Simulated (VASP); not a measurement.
An input for Quantum ESPRESSO's pw.x (written as the equivalent of a VASP run, and not itself run):

```
&CONTROL
  calculation = 'scf'
  pseudo_dir = './pseudo'
  outdir = './out'
  tprnfor = .true.
  tstress = .true.
/
&SYSTEM
  ibrav = 0
  nat = 2
  ntyp = 2
  ecutwfc = 84
  occupations = 'tetrahedra'
  input_dft = 'pbe'
/
&ELECTRONS
  conv_thr = 7.3e-09
  electron_maxstep = 100
/
ATOMIC_SPECIES
  Y 88.906 Y.upf
  N 14.007 N.upf
CELL_PARAMETERS angstrom
     0.0000000    2.4524427    2.4524427
     2.4524427    0.0000000    2.4524427
     2.4524427    2.4524427   -0.0000000
ATOMIC_POSITIONS crystal
  Y    0.0000000  0.0000000  0.0000000
  N    0.5000000  0.5000000  0.5000000
K_POINTS automatic
  10 10 10 0 0 0
```

Problem. Write the VASP files for the same calculation (PBE).

Solution. Several could match; the one computed here: 
**INCAR**
```
ALGO=Normal
EDIFF=1E-7
ENCUT=520
GGA=PE
ISIF=2
ISMEAR=-5
LASPH=.TRUE.
LCHARG=.TRUE.
LMAXMIX=4
LORBIT=11
LREAL=.FALSE.
LWAVE=.FALSE.
NEDOS=601
NELM=100
PREC=Accurate
SYSTEM=YN
```

**KPOINTS**
```
Automatic mesh
0
Gamma
10 10 10
0 0 0
```

### POSCAR
```
YN
1
    0.0000000000     2.4524426897     2.4524426897
    2.4524426897     0.0000000000     2.4524426897
    2.4524426897     2.4524426897    -0.0000000000
Y N
1 1
Direct
  0.0000000000   0.0000000000   0.0000000000
  0.5000000000   0.5000000000   0.5000000000
```

POTCAR, in this order: Y_sv N (PBE.64 set). Program: vasp_std.

The two are equivalent in intent, not identical: the potentials are each code's own (VASP's PAW set, PseudoDojo norm-conserving files in pw.x), so ENCUT and ecutwfc are chosen apart and not converted; conv_thr bounds pw.x's estimated SCF error, while EDIFF bounds the energy change between steps.

The compound is YN in the rock salt structure. It was relaxed first.
